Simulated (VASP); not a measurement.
Given:

```xyz
1
Lattice="-1.7213 1.7213 1.7213 1.7213 -1.7213 1.7213 1.7213 1.7213 -1.7213" Properties=species:S:1:pos:R:3 pbc="T T T"
Se     0.0000     0.0000     0.0000
```

Level of theory: r2SCAN meta-GGA, VASP's PBE PAW potentials (set 64) (plane waves; VASP). Run with 400 eV cut-off, 10×10×10 Γ-centred mesh, Gaussian smearing of 0.050 eV, potentials Se.

**Question.** The ions, cell shape and volume are relaxed. Predict the relaxed structure.

**Answer.** 
```xyz
1
Lattice="-1.7132 1.7132 1.7132 1.7132 -1.7132 1.7132 1.7132 1.7132 -1.7132" Properties=species:S:1:pos:R:3 pbc="T T T"
Se     0.0000     0.0000     0.0000
```
Space group Im-3m (229), at a tolerance of 0.03 Å.

**Question.** How do energy and volume change from the first to the last step?

**Answer.** The energy (σ→0) changes by -1.2 meV/atom and the volume by -1.4 %, in 3 ionic steps.

The structure was generated: Se was put into the bcc type (Im-3m), which need not be its known phase. This run relaxes it. Symmetry was kept, so distortions that lower it aren't found.
